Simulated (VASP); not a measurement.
Data:

```xyz
2
Lattice="3.1968 0.0000 0.0000 0.0000 3.0925 0.0000 0.0000 0.0000 3.2034" Properties=species:S:1:pos:R:3 pbc="T T T"
Zn     1.5984     1.5463     1.6017
Au     0.0804     0.0000     0.0000
```

All values below come from PBE GGA, VASP's PBE PAW potentials (set 64) (plane waves; VASP 6.6.1). Numerical set-up: 400 eV cut-off, 10×11×10 Γ-centred mesh, second-order Methfessel-Paxton smearing of 0.020 eV, potentials Zn Au.

Unless said otherwise, spin-orbit coupling is left out, though it shifts the bands of the heavy elements here.

Predict the energy per atom (σ→0), pressure, largest force, band gap (on the k-mesh) with the smallest direct gap where there is one.

```json
{
 "band gap (on the k-mesh)": "none (metal, semimetal or under 0.01 eV)",
 "energy per atom (σ→0)": "-2.366 eV/atom",
 "pressure": "2.74 GPa",
 "largest_force": "0.286 eV/Å"
}
```

The compound is AuZn in the CsCl type structure. The cell was not relaxed at this level, atoms are displaced from their ideal sites. The run is one of a series of settings (ISMEAR = 2, SIGMA = 0.02 against the base run), some of them coarse on purpose. The electron count is odd and the run is not spin-polarised, which forces a metal.
